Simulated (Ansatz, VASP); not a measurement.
# Cross-check of SiCO between VASP and Ansatz, part 2 of 3

One calculation is typed for both programs; each brings its own data sets. How far apart do they land? Of the first pair: The structure shown is frame 50 of Ansatz's trajectory.

VASP 6.6.1 and Ansatz 0.2.0.

So far. Step 3 (VASP: single point, LDA, pair 1): The run ends at a pressure of -0.06 GPa, with forces up to 7.4 eV/Å.

## Step 5: Ansatz: dynamics, LDA

Level of this step: Ansatz beside VASP: Kohn-Sham DFT, plane waves, LDA (Ansatz).

One frame of this run of dynamics is then solved in both programs, so the motion causes no difference.

The structure compared here is frame 40 of Ansatz's trajectory.

input.yaml reads:

```yaml
crystal:
  lattice:
    - [8.400328157, 0.0, 0.0]
    - [0.0, 8.400328157, 0.0]
    - [0.0, 0.0, 8.400328157]
  atoms:
    - { symbol: Si, position: [0.4035427904, 0.3700729184, 0.2834276372] }
    - { symbol: Si, position: [0.4474888427, 0.9749287508, 0.4531677055] }
    - { symbol: Si, position: [0.6366621869, 0.4619480263, 0.6998576888] }
    - { symbol: Si, position: [0.2060146131, 0.0746993395, 0.8574806341] }
    - { symbol: Si, position: [0.9032848771, -0.1341285498, 0.2260454207] }
    - { symbol: Si, position: [0.1050354814, 0.0693571653, 0.5252079337] }
    - { symbol: Si, position: [0.6356552477, 0.593273777, 0.0311511839] }
    - { symbol: Si, position: [0.9619190857, 0.4605182576, 0.5714896008] }
    - { symbol: Si, position: [0.3237840442, 0.3154725386, 0.9294108642] }
    - { symbol: Si, position: [0.6187592883, 0.8769366967, 0.9506362945] }
    - { symbol: Si, position: [0.6112103592, 0.7753971715, 0.5627068592] }
    - { symbol: Si, position: [0.885023053, 0.7097707109, 0.4400549008] }
    - { symbol: Si, position: [0.2918469329, 0.8037912689, 0.8174304359] }
    - { symbol: Si, position: [0.9216431279, 0.7396407315, 0.0063685726] }
    - { symbol: O, position: [0.4928251858, 0.521907451, 0.4536347268] }
    - { symbol: O, position: [0.2342237426, 0.8232763188, 0.1556208659] }
    - { symbol: O, position: [0.1998194802, 0.6713909424, 0.6998745185] }
    - { symbol: O, position: [0.2406069046, 0.9983035584, 0.4330173697] }
    - { symbol: O, position: [0.2034240187, 0.1719016425, 0.1672678219] }
    - { symbol: O, position: [0.9990952549, 0.0394250682, 1.1226100832] }
    - { symbol: O, position: [0.1195906818, 0.5681551163, 0.1396865775] }
    - { symbol: O, position: [0.8234971749, 0.5541586228, 0.9689136112] }
    - { symbol: O, position: [0.5666469647, 0.4896818963, 0.1828215607] }
    - { symbol: O, position: [0.8200398774, 0.8042185168, 0.8650494572] }
    - { symbol: O, position: [0.4739527862, 0.123858569, 0.5692538517] }
    - { symbol: O, position: [0.8088784639, 0.3911977633, 0.6652053406] }
    - { symbol: O, position: [0.5333934007, 0.9655747117, 0.2656871083] }
    - { symbol: O, position: [-0.0340701422, 0.2752820252, 0.2961383039] }
    - { symbol: C, position: [0.4419600101, 0.5120178153, 0.8469024463] }
    - { symbol: C, position: [0.4989616463, 0.6790458624, 0.8881193005] }
    - { symbol: C, position: [0.5148400525, 0.8274693394, 0.7811684444] }
    - { symbol: C, position: [0.9349635544, -0.1140071219, 0.4523384332] }
    - { symbol: C, position: [0.6597864393, 0.9444729729, 0.1905818856] }
    - { symbol: C, position: [0.0277232834, 0.2624161821, 0.429652025] }
    - { symbol: C, position: [0.4334852326, 0.2635336685, 0.4887241177] }
    - { symbol: C, position: [0.1395594335, 0.7226740792, 0.0814175933] }
    - { symbol: C, position: [0.1260026044, 0.0920756329, 0.0662312404] }
    - { symbol: C, position: [0.4945422034, 0.4015639166, 0.5605475438] }
    - { symbol: C, position: [0.1575168648, 0.6076400207, 0.4314394701] }
    - { symbol: C, position: [0.3089987978, 0.2903631777, 0.1452861056] }
    - { symbol: C, position: [0.1979043285, 0.5913636642, 0.2817875025] }
    - { symbol: C, position: [0.1157124029, 0.6154451304, 0.5923801522] }
kpoints:
  mp_grid: { grid: [1, 1, 1] }
scf:
  occupations: { method: fermi_dirac, width: 0.1 }
  n_extra_bands: 27
hamiltonian:
  xc: lda
  pseudopotentials: { kind: paw }
output:
  forces: true
basis:
  ecutwfc: 320
md:
  timestep: 1.5
  n_steps: 120
  ensemble: nvt_langevin
  temperature: 1925
  seed: 2
```

The run is started by

```
$ ansatz run input.yaml --threads 8 --pin off --max-ram 40960MiB --backend cuda --events-out ev --progress --plain --runs-dir out
```

Numbers of over 12 decimals in the logs are rounded to 6 here.

What it wrote:

```text
[...]
Crystal: 42 atoms, lattice volume = 592.773 Å³
Basis set: ecut = 320 eV, 7809 PW (Γ)
Bands: 125, of which v1, the nominal top of the filled ones, is band 98 counted from 1 (97 counted from 0)
Symmetry: 1 space group operations
k-points: 1
[...]
SCF iter   1: F=—  HF=-19653.067076 eV  |F-HF|=—  |Δ(HF+E_count)|=         —  Δρ=1.92e-2  dr2=2.38e0  ethr=1.77e-3  ⟨swp⟩=8.0  Hψ=664  notcnv=0  defer=2
[...]
md step    39: t =    58.50 fs  T =  1828.4 K  F+E_penalty+E_count = -19658.70890823 eV  E_kin = 9.926294 eV  (9 SCF iters)
md step    44: t =    66.00 fs  T =  2087.7 K  F+E_penalty+E_count = -19660.45363932 eV  E_kin = 11.334185 eV  (9 SCF iters)
md step    49: t =    73.50 fs  T =  1945.3 K  F+E_penalty+E_count = -19659.81172476 eV  E_kin = 10.560920 eV  (9 SCF iters)
md step    52: t =    78.00 fs  T =  1944.7 K  F+E_penalty+E_count = -19660.45326458 eV  E_kin = 10.557594 eV  (10 SCF iters)
[...]
```

## Step 6: VASP: single point, LDA, pair 2

The same cell, functional (in two slightly different forms), mesh and smearing now go to VASP, with its own data sets.

INCAR reads:

```
SYSTEM = SiCO
PREC = Accurate
ENCUT = 520
EDIFF = 1E-06
NELM = 120
ISMEAR = -1
SIGMA = 0.1
LREAL = Auto
ALGO = Normal
GGA = CA
NBANDS = 128
LORBIT = 11
LWAVE = .FALSE.
LCHARG = .FALSE.
ISIF = 2
LASPH = .TRUE.
GGA_COMPAT = .FALSE.
EFERMI = MIDGAP
NCORE = 2
```

POSCAR reads:

```
SiCO
1.0
    8.4003281570      0.0000000000      0.0000000000
    0.0000000000      8.4003281570      0.0000000000
    0.0000000000      0.0000000000      8.4003281570
Si O C
14 14 14
Direct
    0.3755104492      0.3939647283      0.2929687929
    0.4822760402      0.9426815062      0.4142270320
    0.6361443149      0.4159930344      0.6968064688
    0.2003902667      0.0928657768      0.8220311006
    0.8496060947      0.9202309734      0.2133216663
    0.1117684908      0.0271833428      0.5058404768
    0.6089970421      0.5688531342      0.0584985480
    0.9558887284      0.4717304998      0.5805763666
    0.3471196536      0.3331597228      0.9164076517
    0.6358255178      0.8599223584      0.9546993701
    0.5904011019      0.7434201240      0.5752136000
    0.8395602967      0.7313444053      0.4777285988
    0.3127004030      0.7819955217      0.8179829254
    0.9351300155      0.7350178332      0.0259880324
    0.4551919792      0.5353812275      0.4936158353
    0.2428974157      0.8157882492      0.0652131666
    0.2477136561      0.6524879621      0.6850531185
    0.2681019072      0.9494318378      0.4266964258
    0.1819283689      0.1742481928      0.1225368796
    0.9826304218      0.0631395572      0.0735619885
    0.1391461117      0.5653193436      0.1126973830
    0.7947584755      0.5956104222      0.0028840353
    0.5774013716      0.4650405231      0.2071754778
    0.8407991769      0.8445590300      0.8886867109
    0.5432869901      0.1257269931      0.4854867481
    0.8279153945      0.4378955121      0.7159589349
    0.5217044999      0.0051051390      0.2240030347
    0.8956265775      0.2712398798      0.3145430691
    0.5141144393      0.4748333548      0.8511969850
    0.4956725407      0.6423937136      0.8961245155
    0.5166698156      0.8033661155      0.7750846013
    0.9033718515      0.9234102540      0.4534556185
    0.6139650623      0.9055993835      0.1471072293
    0.9864057692      0.2627678299      0.4223582619
    0.4758440296      0.2708563234      0.4391298686
    0.1154844170      0.7291265157      0.0831986545
    0.1057069418      0.1093196579      0.0128002142
    0.5112518130      0.3904115338      0.5401721118
    0.1520164422      0.5817520350      0.4107796666
    0.3203985546      0.2704151502      0.1063816774
    0.1900899548      0.5376578052      0.2753460290
    0.1432608319      0.5788204829      0.5690830061
```

KPOINTS reads:

```
Automatic mesh
0
Gamma
1 1 1
0 0 0
```

Potentials, in the order of the species: Si, O and C (LDA family, release 64).

The run is started by

```
$ mpirun -np 8 vasp_gam
```

What it wrote:

```text
[... set-up lines as in an earlier step ...]
 entering main loop
       N       E                     dE             d eps       ncg     rms          rms(c)
DAV:   1     0.151418113191E+04    0.15142E+04   -0.10671E+05   256   0.145E+03
DAV:   2    -0.174999732930E+03   -0.16892E+04   -0.16053E+04   336   0.324E+02
DAV:   3    -0.337180844620E+03   -0.16218E+03   -0.15956E+03   312   0.104E+02
DAV:   4    -0.341566222328E+03   -0.43854E+01   -0.43467E+01   312   0.185E+01
[...]
DAV:  17    -0.307308119362E+03   -0.44399E-05   -0.66362E-06   304   0.951E-03    0.535E-03
DAV:  18    -0.307308121012E+03   -0.16502E-05   -0.41206E-06   280   0.635E-03    0.335E-03
DAV:  19    -0.307308121496E+03   -0.48390E-06   -0.61925E-07   184   0.353E-03
   1 F= -.30730812E+03 E0= -.30715875E+03  d E =-.298747E+00
```

From OUTCAR (step 6):

```text
  Total        3.4588848    -12.4817407      7.7216491     -5.7350625      2.0022608     -9.4336338
  in kB        9.3488443    -33.7362638     20.8704536    -15.5010095      5.4118090    -25.4976902
  external PRESSURE =      -1.1723220 kB  Pullay stress =       0.0000000 kB

 POSITION                                       TOTAL-FORCE (eV/Angst)
 -----------------------------------------------------------------------------------
      3.15441      3.30943      2.46103         1.266143      0.138800     -3.241538
      4.05128      7.91883      3.47964        -2.306667      3.296077     -0.285920
      5.34382      3.49448      5.85340         2.078798      0.458283      2.539102
      1.68334      0.78010      6.90533         1.149255     -0.476027     -3.243433
      7.13697      7.73024      1.79197         0.154872      0.340999      1.587311
      0.93889      0.22835      4.24923        -2.987432      1.183181      0.280936
      5.11578      4.77855      0.49141         1.495306      0.152706     -1.499579
      8.02978      3.96269      4.87703         0.752124      0.832862     -3.121190
      2.91592      2.79865      7.69812         0.895458      0.157789     -3.546612
      5.34114      7.22363      8.01979         2.436517     -1.016645     -5.318242
      4.95956      6.24497      4.83198        -1.219747     -0.903831     -0.097035
      7.05258      6.14353      4.01308         0.520334     -3.517111      0.270928
      2.62679      6.56902      6.87133        -1.134741      0.768969      1.223026
      7.85540      6.17439      0.21831        -9.204709      0.822452     -2.440199
[...]
-----------------------------------------------------------------------------------
    total drift:                                0.028328     -0.003460      0.009170

  FREE ENERGIE OF THE ION-ELECTRON SYSTEM (eV)
  ---------------------------------------------------
  free  energy   TOTEN  =      -307.3081214963 eV

  energy  without entropy=     -307.0093740495  energy(sigma->0) =     -307.15874777

[... 2 parts as in an earlier step ...]

[... 1 further part left out ...]
[key lines of the parts left out:]
E-fermi :   3.9413
```

The run ends at a pressure of -0.12 GPa, with forces up to 9.6 eV/Å.

## Step 7: Side by side

Forces on 9 of the 42 atoms, those with the largest forces and the largest differences (eV/Å; atoms numbered as in POSCAR):

```
atom         Ansatz x, y, z           VASP x, y, z
Si10  2.515, -1.025, -5.371  2.437, -1.017, -5.318
Si14  -9.376, 0.838, -2.527  -9.205, 0.822, -2.440
 O19    4.754, 3.505, 3.798    4.898, 3.603, 3.920
 O20  -5.192, -2.563, 0.211  -5.610, -2.737, 0.401
 O28   0.543, -0.727, 0.462  0.123, -0.692, -0.049
 C34   -0.416, 0.725, 0.476    0.017, 0.682, 1.004
 C36  8.339, -0.684, -0.034  8.090, -0.683, -0.083
 C39   -0.763, 2.016, 4.250   -0.736, 1.966, 4.254
 C41  2.491, -2.288, -5.185  2.491, -2.284, -4.993
```

The forces differ by 118 meV/Å r.m.s., which is 5.4 % of the r.m.s. force of 2.190 eV/Å (both taken over all components).

## Step 8: Ansatz: dynamics, LDA

One frame of this run of dynamics is then solved in both programs, so the motion causes no difference.

The structure compared here is frame 26 of Ansatz's trajectory.

input.yaml reads:

```yaml
crystal:
  lattice:
    - [8.400328157, 0.0, 0.0]
    - [0.0, 8.400328157, 0.0]
    - [0.0, 0.0, 8.400328157]
  atoms:
    - { symbol: Si, position: [0.3670473426, 0.3713992748, 0.2341981481] }
    - { symbol: Si, position: [0.4076528444, 0.9790994707, 0.4344625109] }
    - { symbol: Si, position: [0.6516224422, 0.3121260127, 0.7001107905] }
    - { symbol: Si, position: [0.1745247762, 0.0802595294, 0.7760911592] }
    - { symbol: Si, position: [0.8281096436, -0.0507661762, 0.2575255125] }
    - { symbol: Si, position: [0.0517057902, 0.084883403, 0.5226803829] }
    - { symbol: Si, position: [0.6165501293, 0.5375133644, 0.0426231353] }
    - { symbol: Si, position: [0.9367107346, 0.4704486065, 0.5615984687] }
    - { symbol: Si, position: [0.3561068945, 0.2685281128, 0.8692222238] }
    - { symbol: Si, position: [0.6748560037, 0.9576862923, 0.8927083394] }
    - { symbol: Si, position: [0.6067309961, 0.7035558545, 0.5747588604] }
    - { symbol: Si, position: [0.8148810873, 0.7088368692, 0.4456204102] }
    - { symbol: Si, position: [0.2898246441, 0.8138261634, 0.8231975867] }
    - { symbol: Si, position: [0.8793554336, 0.7605764405, 0.0777250924] }
    - { symbol: O, position: [0.5217674653, 0.5382895766, 0.4974935747] }
    - { symbol: O, position: [0.2557749868, 0.7326177808, 0.0040032446] }
    - { symbol: O, position: [0.1569890484, 0.7240602299, 0.6879730773] }
    - { symbol: O, position: [0.2097067503, 1.0420227485, 0.4249489054] }
    - { symbol: O, position: [0.1489148804, 0.1737865244, 0.1234503278] }
    - { symbol: O, position: [0.9119361168, 0.1159938752, 0.9987139269] }
    - { symbol: O, position: [0.0805681142, 0.5401212864, 0.1065664377] }
    - { symbol: O, position: [0.7902527785, 0.5912624506, 1.0736658853] }
    - { symbol: O, position: [0.4782994048, 0.5265541068, 0.1831571041] }
    - { symbol: O, position: [0.8414497336, 0.8337112944, 0.9026533526] }
    - { symbol: O, position: [0.5231251833, 0.1479025861, 0.4308947954] }
    - { symbol: O, position: [0.8015574667, 0.4327664263, 0.705589828] }
    - { symbol: O, position: [0.4752524067, 0.972370833, 0.2133937204] }
    - { symbol: O, position: [-0.1326522974, 0.2586923465, 0.356434768] }
    - { symbol: C, position: [0.541057592, 0.3903507365, 0.8538985715] }
    - { symbol: C, position: [0.5013647797, 0.6359982227, 0.8803272483] }
    - { symbol: C, position: [0.4939061294, 0.7456707676, 0.7666319393] }
    - { symbol: C, position: [0.862614417, -0.0824066897, 0.4976839973] }
    - { symbol: C, position: [0.5983674665, 0.9524855306, 0.1265229907] }
    - { symbol: C, position: [-0.0510588368, 0.270708833, 0.4688673581] }
    - { symbol: C, position: [0.4925394767, 0.2922937806, 0.3949883997] }
    - { symbol: C, position: [0.0942806676, 0.6592948911, 0.0478675221] }
    - { symbol: C, position: [0.0521049214, 0.1071170493, -0.0094323428] }
    - { symbol: C, position: [0.5248239963, 0.3947033643, 0.5228594223] }
    - { symbol: C, position: [0.2064329552, 0.4826877949, 0.5148290411] }
    - { symbol: C, position: [0.2926233119, 0.2444028476, 0.0834480634] }
    - { symbol: C, position: [0.2493550712, 0.3645587322, 0.4323674508] }
    - { symbol: C, position: [0.1351565042, 0.5879572816, 0.6142392339] }
kpoints:
  mp_grid: { grid: [1, 1, 1] }
scf:
  occupations: { method: fermi_dirac, width: 0.1 }
  n_extra_bands: 27
hamiltonian:
  xc: lda
  pseudopotentials: { kind: paw }
output:
  forces: true
basis:
  ecutwfc: 320
md:
  timestep: 1.5
  n_steps: 80
  ensemble: nvt_langevin
  temperature: 300
  seed: 2
```

The run is started by

```
$ ansatz run input.yaml --threads 8 --pin off --max-ram 40960MiB --backend cuda --events-out ev --progress --plain --runs-dir out
```

What it wrote:

```text
[...]
Crystal: 42 atoms, lattice volume = 592.773 Å³
Basis set: ecut = 320 eV, 7809 PW (Γ)
Bands: 125, of which v1, the nominal top of the filled ones, is band 98 counted from 1 (97 counted from 0)
Symmetry: 1 space group operations
k-points: 1
[...]
SCF iter   1: F=—  HF=-19662.282701 eV  |F-HF|=—  |Δ(HF+E_count)|=         —  Δρ=1.65e-2  dr2=1.40e0  ethr=1.77e-3  ⟨swp⟩=9.0  Hψ=672  notcnv=0
[...]
md step    37: t =    55.50 fs  T =   714.5 K  F+E_penalty+E_count = -19668.58176121 eV  E_kin = 3.878984 eV  (10 SCF iters)
md step    42: t =    63.00 fs  T =   664.0 K  F+E_penalty+E_count = -19668.69616009 eV  E_kin = 3.604995 eV  (10 SCF iters)
md step    47: t =    70.50 fs  T =   620.5 K  F+E_penalty+E_count = -19668.81629307 eV  E_kin = 3.368609 eV  (9 SCF iters)
md step    49: t =    73.50 fs  T =   583.5 K  F+E_penalty+E_count = -19668.82974456 eV  E_kin = 3.167612 eV  (11 SCF iters)
[...]
```

(Part 2 of 3 ends here.)

[Lines on the potential files, build, host, timing and source positions are cut from VASP's logs without a mark.]

[Logs are printed without paths, hosts, clocks, repeated set-up lines and the standing remarks that a program may print on its own settings, such as how far it seeks lower states.]

[Hosts, paths, dates, database ids (printed as entryN), source tags and the programs' standing remarks are cut or masked in the printed files.]
